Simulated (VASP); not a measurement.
Given:

```xyz
6
Lattice="1.6620 -2.8786 0.0000 1.6620 2.8786 0.0000 0.0000 0.0000 14.7574" Properties=species:S:1:pos:R:3 pbc="T T T"
W      1.6620     0.9595     3.6893
W      1.6620    -0.9595    11.0680
Se     1.6620     0.9595    12.7473
Se     1.6620    -0.9595     5.3686
Se     1.6620    -0.9595     2.0101
Se     1.6620     0.9595     9.3888
```

All values below come from PBE GGA, VASP's PBE PAW potentials (set 64) (plane waves; VASP 6.6.1). Settings: 400 eV cut-off, 9×9×2 Γ-centred mesh, tetrahedra with Blöchl corrections, potentials W_sv Se.

The cores are frozen, which limits the accuracy of field gradients. Without a dispersion term in the relaxation, distances and binding between the weakly bound layers, chains or molecules are unreliable, and so is what depends on them.

Give the principal components of the electric field gradient (V/Å²) and the asymmetry η at each nucleus.

| atom | Vxx | Vyy | Vzz | η |
|---|---|---|---|---|
| W1 | 75.4 | 75.4 | -150.7 | 0.00 |
| W2 | 75.4 | 75.4 | -150.7 | 0.00 |
| Se3 | 40.2 | 40.2 | -80.5 | 0.00 |
| Se4 | 40.2 | 40.2 | -80.5 | 0.00 |
| Se5 | 40.2 | 40.2 | -80.5 | 0.00 |
| Se6 | 40.2 | 40.2 | -80.5 | 0.00 |

The compound is WSe2 in the 2H layered structure. It was relaxed first, which changed the volume by +17 %.
